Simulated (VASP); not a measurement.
Given:

```
CELL_PARAMETERS angstrom
      4.24872    -2.32027     0.00000
      4.24872     2.32027     0.00000
      2.98159     0.00000     3.81384
ATOMIC_POSITIONS crystal
  Bi 0.23400 0.23400 0.23400
  Bi 0.76600 0.76600 0.76600
```

Calculation: PBE GGA, VASP's PBE PAW potentials (set 64) (plane waves; VASP 6.6.1). Numerical set-up: 300 eV cut-off, 11×11×11 Γ-centred mesh, Gaussian smearing of 0.10 eV, potentials Bi_d.

At this cut-off the stress carries a Pulay error, which pulls relaxed volumes low. Unless said otherwise, spin-orbit coupling is left out, though it shifts the bands of the heavy elements here.

What does the run give for the energy per atom (σ→0), pressure, largest force, band gap (on the k-mesh) with the smallest direct gap where there is one?

* **band gap (on the k-mesh)**: none (metal, semimetal or under 0.01 eV)
* **energy per atom (σ→0)**: -3.885 eV/atom
* **pressure**: -1.41 GPa
* **largest force**: 0.00148 Ha/bohr

The absolute energy has meaning only against runs of the same code, potentials and settings.

The structure is a typed Bi crystal. The cell was not relaxed at this level.
